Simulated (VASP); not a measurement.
Calculation: PBE GGA, VASP's PBE PAW potentials (set 64) (plane waves; VASP).

VASP input:

File POSCAR:
```
CdSe
1
    4.3758113941     0.0000000000     0.0000000000
   -2.1879056970     3.7895633709    -0.0000000000
    0.0000000000     0.0000000000     7.1521286313
Cd Se
2 2
Direct
  0.3333330000   0.6666670000   0.9999192037
  0.6666670000   0.3333330000   0.4999192037
  0.3333330000   0.6666670000   0.3750807963
  0.6666670000   0.3333330000   0.8750807963
```

KPOINTS:
```
K-points
0
gamma
6 6 4
0 0 0
```

### INCAR
```
SYSTEM=CdSe
PREC=Accurate; ENCUT=400; LREAL=.FALSE.
LASPH=.TRUE.
EDIFF=1E-6; NELM=100; ALGO=Normal
LMAXMIX=4
ISMEAR=0; SIGMA=0.05
GGA=PE
IBRION=2; NSW=60; ISIF=3
EDIFFG=-0.01
LWAVE=.FALSE.; LCHARG=.FALSE.
```

POTCAR, in this order: Cd Se (PBE.64 set). Program: vasp_std.

Output of the run:

### OSZICAR
```
       N       E                     dE             d eps       ncg     rms          rms(c)
DAV:   1     0.213147912414E+03    0.21315E+03   -0.15032E+04   924   0.120E+03
DAV:   2    -0.436792859362E+00   -0.21358E+03   -0.20987E+03  1044   0.318E+02
DAV:   3    -0.116564233474E+02   -0.11220E+02   -0.11187E+02  1110   0.744E+01
DAV:   4    -0.117558737610E+02   -0.99450E-01   -0.99417E-01  1008   0.657E+00
DAV:   5    -0.117567372737E+02   -0.86351E-03   -0.86349E-03  1098   0.575E-01    0.827E+00
DAV:   6    -0.110179923121E+02    0.73874E+00   -0.16806E+00  1092   0.124E+01    0.651E+00
DAV:   7    -0.109862192666E+02    0.31773E-01   -0.57125E-01  1020   0.413E+00    0.260E+00
DAV:   8    -0.109848926823E+02    0.13266E-02   -0.60886E-02   984   0.269E+00    0.360E-01
DAV:   9    -0.109847458439E+02    0.14684E-03   -0.93743E-03  1026   0.121E+00    0.116E-01
DAV:  10    -0.109848890277E+02   -0.14318E-03   -0.96977E-04  1032   0.370E-01    0.770E-02
DAV:  11    -0.109850146982E+02   -0.12567E-03   -0.31766E-04   990   0.121E-01    0.234E-02
DAV:  12    -0.109849862426E+02    0.28456E-04   -0.12990E-04  1108   0.116E-01    0.751E-03
DAV:  13    -0.109849899365E+02   -0.36939E-05   -0.19113E-05  1008   0.252E-02    0.869E-03
DAV:  14    -0.109849894811E+02    0.45543E-06   -0.12972E-06   776   0.700E-03
   1 F= -.10984989E+02 E0= -.10984989E+02  d E =-.109850E+02
```

File OUTCAR:
```
------------------------ aborting loop because EDIFF is reached ----------------------------------------
  FORCE on cell =-STRESS in cart. coord.  units (eV):
  Direction    XX          YY          ZZ          XY          YZ          ZX
  --------------------------------------------------------------------------------------
  Total        0.0372518      0.0372518      0.0229571      0.0000000      0.0000000      0.0000000
  in kB        0.5032394      0.5032393      0.3101301      0.0000000      0.0000000      0.0000000
  external PRESSURE =       0.4388696 kB  Pullay stress =       0.0000000 kB
  volume of cell :      118.60
      direct lattice vectors                 reciprocal lattice vectors
     4.375811394  0.000000000  0.000000000     0.228529045  0.131941322  0.000000000
    -2.187905697  3.789563371  0.000000000     0.000000000  0.263882643  0.000000000
     0.000000000  0.000000000  7.152128631     0.000000000  0.000000000  0.139818514
  FREE ENERGIE OF THE ION-ELECTRON SYSTEM (eV)
  ---------------------------------------------------
  free  energy   TOTEN  =       -10.9849894811 eV

  energy  without entropy=      -10.9849894811  energy(sigma->0) =      -10.98498948

 reached required accuracy - stopping structural energy minimisation
```
(Selected blocks of OUTCAR.)

The structure was generated: CdSe was put into the wurtzite type (P6_3mc), which need not be its known phase. It was relaxed first. The start is the result of an earlier pass.
